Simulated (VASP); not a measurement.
Computed with PBE GGA, VASP's PBE PAW potentials (set 64) (plane waves; VASP).

Input for VASP

**KPOINTS**
```
Automatic
0
gamma
9 9 9
```

INCAR:
```
SYSTEM = PtAl2
PREC = Accurate
ENCUT = 500
EDIFF = 1E-6
NELM = 100
ALGO = Normal
LREAL = .FALSE.
LASPH = .TRUE.
ISMEAR = 1
SIGMA = 0.1
GGA = PE
LMAXMIX = 6
LWAVE = .FALSE.
LCHARG = .FALSE.
IBRION = 2
ISIF = 3
NSW = 40
EDIFFG = -0.02
PSTRESS = 100
```

File POSCAR:
```
PtAl2
1
    0.0000000000     2.9068668623     2.9068668623
    2.9068668623    -0.0000000000     2.9068668623
    2.9068668623     2.9068668623     0.0000000000
Al Pt
2 1
Direct
  0.2500000000   0.2500000000   0.2500000000
  0.7500000000   0.7500000000   0.7500000000
  0.0000000000   0.0000000000   0.0000000000
```

POTCAR, in this order: Al Pt (PBE.64 set). Program: vasp_std.

The resulting files:

**OSZICAR**
```
       N       E                     dE             d eps       ncg     rms          rms(c)
DAV:   1     0.518460000259E+02    0.51846E+02   -0.66299E+03   848   0.110E+03
DAV:   2    -0.149156965908E+02   -0.66762E+02   -0.59726E+02   980   0.189E+02
DAV:   3    -0.167477868212E+02   -0.18321E+01   -0.18181E+01  1088   0.314E+01
DAV:   4    -0.167626722762E+02   -0.14885E-01   -0.14882E-01   988   0.337E+00
DAV:   5    -0.167629146686E+02   -0.24239E-03   -0.24238E-03  1060   0.444E-01    0.941E+00
DAV:   6    -0.162726741661E+02    0.49024E+00   -0.24804E+00   968   0.156E+01    0.243E+00
DAV:   7    -0.161955066965E+02    0.77167E-01   -0.16729E-01   924   0.424E+00    0.179E+00
DAV:   8    -0.161648571018E+02    0.30650E-01   -0.27168E-02   972   0.168E+00    0.248E-01
DAV:   9    -0.161648963302E+02   -0.39228E-04   -0.17143E-03  1020   0.406E-01    0.163E-01
DAV:  10    -0.161650164981E+02   -0.12017E-03   -0.30655E-04   936   0.150E-01    0.160E-02
DAV:  11    -0.161650143228E+02    0.21753E-05   -0.14127E-05  1012   0.405E-02    0.731E-03
DAV:  12    -0.161650156732E+02   -0.13504E-05   -0.43375E-06   924   0.163E-02    0.237E-03
DAV:  13    -0.161650156257E+02    0.47508E-07   -0.55962E-07   564   0.790E-03
   1 F= -.13098855E+02 E0= -.13099093E+02  d E =-.130989E+02
```

File OUTCAR:
```
------------------------ aborting loop because EDIFF is reached ----------------------------------------
  FORCE on cell =-STRESS in cart. coord.  units (eV):
  Direction    XX          YY          ZZ          XY          YZ          ZX
  --------------------------------------------------------------------------------------
  Total        3.0515943      3.0515943      3.0515943     -0.0000000     -0.0000000      0.0000000
  in kB       99.5249494     99.5249494     99.5249494     -0.0000000     -0.0000000      0.0000000
  external PRESSURE =      -0.4750506 kB  Pullay stress =     100.0000000 kB
  volume of cell :       49.13
      direct lattice vectors                 reciprocal lattice vectors
     0.000000000  2.906866862  2.906866862    -0.172006502  0.172006502  0.172006502
     2.906866862  0.000000000  2.906866862     0.172006502 -0.172006502  0.172006502
     2.906866862  2.906866862  0.000000000     0.172006502  0.172006502 -0.172006502
 POSITION                                       TOTAL-FORCE (eV/Angst)
 -----------------------------------------------------------------------------------
      1.45343      1.45343      1.45343        -0.000000      0.000000      0.000000
      4.36030      4.36030      4.36030         0.000000     -0.000000      0.000000
      0.00000      0.00000      0.00000        -0.000000      0.000000     -0.000000
 -----------------------------------------------------------------------------------
    total drift:                                0.000000     -0.000000     -0.000000
  FREE ENERGIE OF THE ION-ELECTRON SYSTEM (eV)
  ---------------------------------------------------
  free  energy   TOTEN  =       -16.1650156257 eV

  energy  without entropy=      -16.1657283813  energy(sigma->0) =      -16.16525321
  enthalpy is  TOTEN    =       -13.0988554651 eV   P V=        3.0661601606

 reached required accuracy - stopping structural energy minimisation
```
(Selected blocks of OUTCAR.)

The compound is PtAl2 in the fluorite structure. It was relaxed first under an external pressure of 10 GPa.
